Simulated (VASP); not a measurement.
# TiTe2: relaxation of cell and atoms with optB86b-vdW

The system is TiTe2.

```
CELL_PARAMETERS angstrom
3.74803 0.00000 0.00000
-1.87402 3.24589 0.00000
0.00000 0.00000 6.52917
ATOMIC_POSITIONS crystal
Ti 0.00000 0.00000 0.00000
Te 0.66667 0.33333 0.26379
Te 0.33333 0.66667 0.73621
```

- Program: VASP 6.6.1
- Task: relaxation of cell and atoms
- Functional: optB86b-vdW
- Potentials or basis: VASP PAW PBE potentials, release 64 (Ti_sv, Te)
- Cutoff: 600 eV
- k mesh: 12 × 12 × 6
- Occupations: methfessel-paxton, width 0.1 eV
- Spin: no spin polarisation
- Further INCAR settings: ALGO = Normal; EDIFF = 1e-07; IBRION = 2; EDIFFG = -0.005; NSW = 90; ISIF = 3

```json
{
 "Relaxed volume": "26.48 Å³/atom",
 "Relaxed cell": "a = 3.748 Å, b = 3.748 Å, c = 6.529 Å, α = 90.00°, β = 90.00°, γ = 120.00°",
 "Space group after relaxing (to 0.05 Å)": "P-3m1 (No. 164)",
 "Energy gained by relaxing": "0.0 meV/atom",
 "Ionic steps": "2",
 "Pressure after relaxing": "0.0 GPa",
 "Largest force after relaxing": "0.004 eV/Å",
 "Band gap on the k mesh": "none (metal or under the smearing width)"
}
```

Forces in eV/Å, atoms in the order of the input:
```
Ti   0.000  0.000  0.000
Te   0.000  0.000  0.004
Te   0.000  0.000 -0.004
```

Final structure:
```
Ti Te
1.0
     3.74824    0.00000    0.00000
    -1.87412    3.24607    0.00000
     0.00000    0.00000    6.52910
Ti Te
1 2
Cartesian
  0.0000 0.0000 6.5291
  1.8741 1.0820 1.7227
  0.0000 2.1640 4.8064
```

Levels at points of the mesh, in eV from the Fermi level:
| k point | band 10 | band 11 | band 12 | band 13 | band 14 | band 15 |
| --- | --- | --- | --- | --- | --- | --- |
| (0.00, 0.00, 0.00) | 0.27 | 0.37 | 0.37 | 0.46 | 1.10 | 1.10 |
| (0.50, 0.00, 0.00) | -2.45 | -1.78 | -1.12 | -0.03 | 1.13 | 1.48 |
| (0.00, 0.00, 0.50) | -1.60 | 0.36 | 0.36 | 0.79 | 0.79 | 0.98 |
| (0.50, 0.00, 0.50) | -2.05 | -1.04 | -0.59 | -0.34 | 1.13 | 1.47 |

Run time: 3.6 min on 1 thread of AMD EPYC 9R14 (Zen 4), with other jobs on the host, peak memory 0.57 GiB.

Caveat: the PAW data sets were made with another functional, which shifts forces and pressure a little. The run has no spin-orbit coupling, so splittings on Te are missing.
